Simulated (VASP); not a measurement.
A convergence study with VASP on Sb (space group R-3m): a few settings are varied, all else stays as given below, so the limit is that of these other settings.

```
CELL_PARAMETERS angstrom
      3.97713    -2.16578     0.00000
      3.97713     2.16578     0.00000
      2.79774     0.00000     3.56101
ATOMIC_POSITIONS crystal
  Sb 0.23791 0.23791 0.23791
  Sb 0.76650 0.76650 0.76650
```

Method: PBEsol GGA, VASP's PBE PAW potentials (set 64) (plane waves; VASP). The last row used: 300 eV cut-off, 9×9×9 Γ-centred mesh, Fermi-Dirac smearing of 0.10 eV, potentials Sb.

| setting | E (eV/atom) | pressure (GPa) | largest force (eV/Å) | irreducible k-points |
|---|---|---|---|---|
| NBANDS = 5 | -4.5568 | -1.23 | 0.147 | 85 |
| NBANDS = 6 | ___ | -1.31 | ___ | 85 |
| NBANDS = 7 | -4.5562 | -1.32 | 0.107 | 85 |
| NBANDS = 8 | -4.5562 | -1.32 | 0.107 | 85 |
| NBANDS = 9 | -4.5562 | -1.32 | 0.107 | 85 |
| NBANDS = 11 | -4.5562 | -1.32 | 0.107 | 85 |
| NBANDS = 15 | -4.5562 | -1.32 | 0.107 | 85 |
| NBANDS = 21 | -4.5562 | -1.32 | 0.107 | 85 |
| NBANDS = 37 | -4.5562 | -1.31 | 0.107 | 85 |

Question: Some entries are withheld; supply them.

Answer: 
- NBANDS = 6, E (eV/atom): -4.5563
- NBANDS = 6, largest force (eV/Å): 0.109

VASP warned of too few bands at NBANDS = 5; NBANDS = 6; NBANDS = 7.

Left out are rungs that failed or repeat a setting and relaxations that didn't move; long series are thinned to 24 rows.

The structure is a typed Sb crystal (space group no. 166). The cell was not relaxed at this level, forces remain on its atoms. VASP warned that the highest band is occupied, so more bands are needed.
